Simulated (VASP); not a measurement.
Output of a VASP run:

### OSZICAR
```
       N       E                     dE             d eps       ncg     rms          rms(c)
DAV:   1     0.603180775435E+03    0.60318E+03   -0.23111E+04  1248   0.196E+03
DAV:   2     0.386656639161E+02   -0.56452E+03   -0.55834E+03  1570   0.623E+02
DAV:   3    -0.146352590807E+02   -0.53301E+02   -0.51840E+02  1694   0.210E+02
DAV:   4    -0.175875709911E+02   -0.29523E+01   -0.29274E+01  1710   0.547E+01
DAV:   5    -0.176925753938E+02   -0.10500E+00   -0.10481E+00  1898   0.903E+00    0.207E+01
DAV:   6    -0.175042500415E+02    0.18833E+00   -0.38673E-01  1634   0.768E+00    0.120E+01
DAV:   7    -0.174622924867E+02    0.41958E-01   -0.23036E-01  1570   0.538E+00    0.785E-01
DAV:   8    -0.174609971403E+02    0.12953E-02   -0.43283E-02  1526   0.312E+00    0.178E-01
DAV:   9    -0.174612047800E+02   -0.20764E-03   -0.39501E-03  2096   0.559E-01    0.974E-02
DAV:  10    -0.174611997181E+02    0.50619E-05   -0.30250E-04  1690   0.159E-01    0.314E-02
DAV:  11    -0.174611955492E+02    0.41689E-05   -0.41554E-05  1846   0.815E-02    0.937E-03
DAV:  12    -0.174611941743E+02    0.13749E-05   -0.44614E-06  1858   0.169E-02    0.107E-02
DAV:  13    -0.174611941302E+02    0.44070E-07   -0.71832E-07  1534   0.845E-03
   1 F= -.88012073E+01 E0= -.88010293E+01  d E =-.880121E+01
```

### OUTCAR
```
------------------------ aborting loop because EDIFF is reached ----------------------------------------
  FORCE on cell =-STRESS in cart. coord.  units (eV):
  Direction    XX          YY          ZZ          XY          YZ          ZX
  --------------------------------------------------------------------------------------
  Total        8.6750035      8.6750035      8.6750035     -0.0000000      0.0000000     -0.0000000
  in kB      150.2601046    150.2601046    150.2601046     -0.0000000      0.0000000     -0.0000000
  external PRESSURE =       0.2601046 kB  Pullay stress =     150.0000000 kB
  volume of cell :       92.50
      direct lattice vectors                 reciprocal lattice vectors
     4.522502877  0.000000000  0.000000000     0.221116498  0.000000000  0.000000000
     0.000000000  4.522502877  0.000000000     0.000000000  0.221116498  0.000000000
     0.000000000  0.000000000  4.522502877     0.000000000  0.000000000  0.221116498
 POSITION                                       TOTAL-FORCE (eV/Angst)
 -----------------------------------------------------------------------------------
      0.00000      0.00000      0.00000         0.000000      0.000000      0.000000
      0.00000      2.26125      2.26125         0.000000      0.000000      0.000000
      2.26125      0.00000      2.26125         0.000000      0.000000      0.000000
      2.26125      2.26125      0.00000         0.000000      0.000000      0.000000
 -----------------------------------------------------------------------------------
    total drift:                                0.000000     -0.000000     -0.000000
  FREE ENERGIE OF THE ION-ELECTRON SYSTEM (eV)
  ---------------------------------------------------
  free  energy   TOTEN  =       -17.4611941302 eV

  energy  without entropy=      -17.4606600956  energy(sigma->0) =      -17.46101612
  enthalpy is  TOTEN    =        -8.8012072894 eV   P V=        8.6599868407

 reached required accuracy - stopping structural energy minimisation
```
(Selected blocks of OUTCAR.)

POSCAR:
```
HoPb3
1
    4.5225028770     0.0000000000    -0.0000000000
    0.0000000000     4.5225028770     0.0000000000
    0.0000000000    -0.0000000000     4.5225028770
Ho Pb
1 3
Direct
  0.0000000000   0.0000000000   0.0000000000
  0.0000000000   0.5000000000   0.5000000000
  0.5000000000   0.0000000000   0.5000000000
  0.5000000000   0.5000000000   0.0000000000
```

Reconstruct the remaining input files.

One answer among several that fit: the input of the run itself, PBEsol GGA, plane waves, VASP's PBE PAW potentials (set 64).

INCAR:
```
SYSTEM = HoPb3
PREC = Accurate; ENCUT = 480; LREAL = .False.
LASPH = .True.
EDIFF = 1E-7; NELM = 100; ALGO = Normal
LMAXMIX = 6
ISMEAR = 1; SIGMA = 0.1
GGA = PS
IBRION = 2; NSW = 40; ISIF = 3
EDIFFG = -0.01; PSTRESS = 150
LWAVE = .False.; LCHARG = .False.
```

**KPOINTS**
```
Automatic
0
gamma
 6 6 6
```

POTCAR, in this order: Ho_3 Pb_d (PBE.64 set). Program: vasp_std.

The 4f electrons are frozen in the core of the lanthanide potential, so 4f levels, which can set the real gap, and their magnetism are missing.

The structure comes from a computed database's HoPb3 entry (Pm-3m); how it stands against other phases isn't given here. It was relaxed first under an external pressure of 15 GPa. The electron count is odd and the run is not spin-polarised, which forces a metal.
